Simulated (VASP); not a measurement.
ZnCd2SeS2, 6 atoms in the cell. The structure is tetragonal, space group I-4m2 (No. 119). The conventional cell has a = 3.956 Å, b = 3.956 Å, c = 16.785 Å, α = 90.00°, β = 90.00°, γ = 90.00°. Zn (site symmetry -4m2) is surrounded by 4 S at 2.42 Å. Cd (site symmetry 2mm) has 2 Se at 2.42 Å and 2 S at 2.42 Å as nearest neighbours. Around Se (site symmetry -4m2) lie 4 Cd at 2.42 Å. Around S (site symmetry 2mm) lie 2 Zn at 2.42 Å and 2 Cd at 2.42 Å. The cell was built by a generator and needn't be a form met in nature.

| Property | Result |
| --- | --- |
| Program | VASP 6.6.1 |
| Task | relaxation of cell and atoms |
| Functional | PBE |
| Potentials or basis | VASP PAW PBE potentials, release 64 (Zn, Cd, Se, S) |
| Cutoff | 520 eV |
| k mesh | 5 × 5 × 5 |
| Occupations | gaussian, width 0.15 eV |
| Spin | no spin polarisation |
| Further INCAR settings | PREC = Normal; ALGO = Fast; EDIFF = 0.0001; IBRION = 2; EDIFFG = -0.08; NSW = 24; ISIF = 3 |

Potentials or basis: VASP PAW PBE potentials, release 64 (Zn, Cd, Se, S).

Launch:

```bash
$ cat potpaw_PBE.64/Zn/POTCAR potpaw_PBE.64/Cd/POTCAR potpaw_PBE.64/Se/POTCAR potpaw_PBE.64/S/POTCAR > POTCAR
$ mpirun -np 1 vasp_std > vasp.out
```

Hardware: 1 thread of Intel(R) Xeon(R) Platinum 8488C (Sapphire Rapids), with other jobs on the host.

Question: How long does it take, and how much memory?

Answer: Wall time 5.4 min on 1 thread of Intel(R) Xeon(R) Platinum 8488C (Sapphire Rapids) (shared host), peak memory 0.42 GiB. Counts: scf iterations 57, k points 18, ion steps 7.
